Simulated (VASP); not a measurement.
These are PBE GGA, VASP's PBE PAW potentials (set 64) (plane waves; VASP) values and carry that method's errors.

A VASP calculation is set up with these files.

**POSCAR**
```
LiCl
3.6345290
  0.0000000000   0.7071067530   0.7071067530
  0.7071067530   0.0000000000   0.7071067530
  0.7071067530   0.7071067530   0.0000000000
Li Cl
1 1
direct
  0.0000000000   0.0000000000   0.0000000000
  0.5000000000   0.5000000000   0.5000000000
```

File KPOINTS:
```
Automatic mesh
0
Gamma
8 8 8
0 0 0
```

**INCAR**
```
SYSTEM  =  LiCl
PREC  =  Accurate; ENCUT  =  750; LREAL  =  .FALSE.
LASPH  =  .TRUE.
EDIFF  =  1E-6; NELM  =  100; ALGO  =  Normal
ISMEAR  =  0; SIGMA  =  0.05
GGA  =  PE
ISIF  =  2
LWAVE  =  .FALSE.; LCHARG  =  .FALSE.
```

POTCAR, in this order: Li_sv Cl (PBE.64 set). Program: vasp_std.

The resulting files:

OSZICAR:
```
       N       E                     dE             d eps       ncg     rms          rms(c)
DAV:   1     0.532338116873E+02    0.53234E+02   -0.54919E+03   522   0.135E+03
DAV:   2    -0.497089562464E+01   -0.58205E+02   -0.57094E+02   720   0.181E+02
DAV:   3    -0.739150462175E+01   -0.24206E+01   -0.24178E+01   638   0.449E+01
DAV:   4    -0.744830824053E+01   -0.56804E-01   -0.56733E-01   774   0.645E+00
DAV:   5    -0.744877184534E+01   -0.46360E-03   -0.46360E-03   686   0.635E-01    0.239E+00
DAV:   6    -0.737803453310E+01    0.70737E-01   -0.17658E-01   592   0.240E+00    0.171E+00
DAV:   7    -0.737936378772E+01   -0.13293E-02   -0.56156E-02   732   0.158E+00    0.922E-01
DAV:   8    -0.738363144314E+01   -0.42677E-02   -0.90840E-03   598   0.846E-01    0.146E-01
DAV:   9    -0.738361889481E+01    0.12548E-04   -0.29550E-04   682   0.162E-01    0.453E-02
DAV:  10    -0.738370020934E+01   -0.81315E-04   -0.11270E-04   584   0.982E-02    0.196E-02
DAV:  11    -0.738370071794E+01   -0.50859E-06   -0.51472E-06   803   0.215E-02
   1 F= -.73837007E+01 E0= -.73837007E+01  d E =-.179305E-18
```

**OUTCAR**
```
------------------------ aborting loop because EDIFF is reached ----------------------------------------
  FORCE on cell =-STRESS in cart. coord.  units (eV):
  Direction    XX          YY          ZZ          XY          YZ          ZX
  --------------------------------------------------------------------------------------
  Total        0.0221825      0.0221825      0.0221825      0.0000000      0.0000000     -0.0000000
  in kB        1.0468662      1.0468662      1.0468662      0.0000000      0.0000000     -0.0000000
  external PRESSURE =       1.0468662 kB  Pullay stress =       0.0000000 kB
  volume of cell :       33.95
      direct lattice vectors                 reciprocal lattice vectors
     0.000000000  2.570000000  2.570000000    -0.194552529  0.194552529  0.194552529
     2.570000000  0.000000000  2.570000000     0.194552529 -0.194552529  0.194552529
     2.570000000  2.570000000  0.000000000     0.194552529  0.194552529 -0.194552529
  FREE ENERGIE OF THE ION-ELECTRON SYSTEM (eV)
  ---------------------------------------------------
  free  energy   TOTEN  =        -7.3837007179 eV

  energy  without entropy=       -7.3837007179  energy(sigma->0) =       -7.38370072
```
(Selected blocks of OUTCAR.)

The compound is LiCl in the rock salt structure. The cell was not relaxed at this level. The run is one of a series of settings (ENCUT = 750 against the base run), some of them coarse on purpose.
